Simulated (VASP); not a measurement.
All values below come from PBE GGA, VASP's PBE PAW potentials (set 64) (plane waves; VASP 6.6.1).

VASP ran on this input.

File POSCAR:
```
CsSnI3
1.0
  6.2408659768   0.0000000000   0.0000000000
  0.0000000000   6.2408659768   0.0000000000
  0.0000000000   0.0000000000   6.2408659768
Cs Sn I
1 1 3
direct
  0.0000000000   0.0000000000   0.0000000000
  0.5000000000   0.5000000000   0.5000000000
  0.5000000000   0.0000000000   0.5000000000
  0.0000000000   0.5000000000   0.5000000000
  0.5000000000   0.5000000000   0.0000000000
```

INCAR:
```
! general
SYSTEM  = CsSnI3
PREC    = Accurate
ENCUT   = 520   ! plane-wave cut-off (eV)
LREAL   = F   ! projection in real space or not
LASPH   = T
ICHARG  = 11

! electronic loop
EDIFF   = 1E-7   ! SCF stop (eV)
NELM    = 100
ALGO    = Normal
LMAXMIX = 4   ! l cut-off of mixed one-centre charges

! smearing
ISMEAR  = 0   ! Gaussian
SIGMA   = 0.05   ! width (eV)

! functional
GGA     = PE   ! PBE

! output
LWAVE   = F
LCHARG  = F
LORBIT  = 11
```

### KPOINTS
```
k-points along high-symmetry lines
15
Line-mode
Reciprocal
  0.000000   0.000000   0.000000 ! GAMMA
  0.000000   0.500000   0.000000 ! X

  0.000000   0.500000   0.000000 ! X
  0.500000   0.500000   0.000000 ! M

  0.500000   0.500000   0.000000 ! M
  0.000000   0.000000   0.000000 ! GAMMA

  0.000000   0.000000   0.000000 ! GAMMA
  0.500000   0.500000   0.500000 ! R

  0.500000   0.500000   0.500000 ! R
  0.000000   0.500000   0.000000 ! X

  0.500000   0.500000   0.500000 ! R
  0.500000   0.500000   0.000000 ! M
```

POTCAR, in this order: Cs_sv Sn_d I (PBE.64 set). Program: vasp_std. Read from the step before: CHGCAR.

The resulting files:

**OSZICAR**
```
       N       E                     dE             d eps       ncg     rms          rms(c)
DAV:   1     0.353196842264E+03    0.35320E+03   -0.18353E+04  4680   0.153E+03
DAV:   2     0.309247053929E+02   -0.32227E+03   -0.31555E+03  5652   0.307E+02
DAV:   3    -0.115381261661E+02   -0.42463E+02   -0.41835E+02  5696   0.122E+02
DAV:   4    -0.132623626721E+02   -0.17242E+01   -0.17136E+01  5666   0.279E+01
DAV:   5    -0.133188365692E+02   -0.56474E-01   -0.56442E-01  7294   0.504E+00
DAV:   6    -0.133193023607E+02   -0.46579E-03   -0.46575E-03  5938   0.405E-01
DAV:   7    -0.133193222698E+02   -0.19909E-04   -0.19909E-04  7272   0.791E-02
DAV:   8    -0.133193224952E+02   -0.22545E-06   -0.22536E-06  5936   0.761E-03
DAV:   9    -0.133193225020E+02   -0.67912E-08   -0.65984E-08  4412   0.143E-03
   1 F= -.13319323E+02 E0= -.13319323E+02  d E =-.250581E-08
```

### OUTCAR
```
 val. band max:        2.6949550194   @ k =   0.5000   0.5000   0.5000

 cond. band min:       3.0706817023   @ k =   0.5000   0.5000   0.5000



 k-point     1 :       0.0000    0.0000    0.0000
  band No.  band energies     occupation
      1     -19.5632      2.00000
      2     -19.4023      2.00000
      3     -19.4023      2.00000
      4     -19.3847      2.00000
      5     -19.3847      2.00000
      6     -19.3847      2.00000
      7     -10.4491      2.00000
      8      -9.7600      2.00000
      9      -9.7600      2.00000
     10      -6.3511      2.00000
     11      -6.3511      2.00000
     12      -6.3511      2.00000
     13      -3.5095      2.00000
     14      -1.8840      2.00000
     15      -1.8840      2.00000
     16      -1.8840      2.00000
     17       0.4533      2.00000
     18       0.4533      2.00000
     19       0.4533      2.00000
     20       0.6040      2.00000
     21       0.6040      2.00000
     22       0.6040      2.00000
     23       4.9405      0.00000
     24       5.8978      0.00000
     25       5.8979      0.00000
     26       6.2307      0.00000

 k-point     2 :       0.0000    0.0357    0.0000
  band No.  band energies     occupation
      1     -19.5632      2.00000
      2     -19.4023      2.00000
      3     -19.4023      2.00000
      4     -19.3847      2.00000
      5     -19.3847      2.00000
      6     -19.3847      2.00000
      7     -10.4475      2.00000
      8      -9.7619      2.00000
      9      -9.7599      2.00000
     10      -6.3510      2.00000
     11      -6.3510      2.00000
     12      -6.3509      2.00000
     13      -3.5295      2.00000
     14      -1.8827      2.00000
     15      -1.8827      2.00000
     16      -1.8531      2.00000
     17       0.4512      2.00000
     18       0.4512      2.00000
     19       0.4512      2.00000
     20       0.6017      2.00000
     21       0.6017      2.00000
     22       0.6020      2.00000
     23       4.9537      0.00000
...
```

The density is held fixed in this step, so its total energy and stress have no physical meaning. Unless said otherwise, spin-orbit coupling is left out, though it shifts the bands of the heavy elements here.

The compound is CsSnI3 in the cubic perovskite structure, the ideal cubic form; the compound distorts at low or room temperature. It was relaxed first.
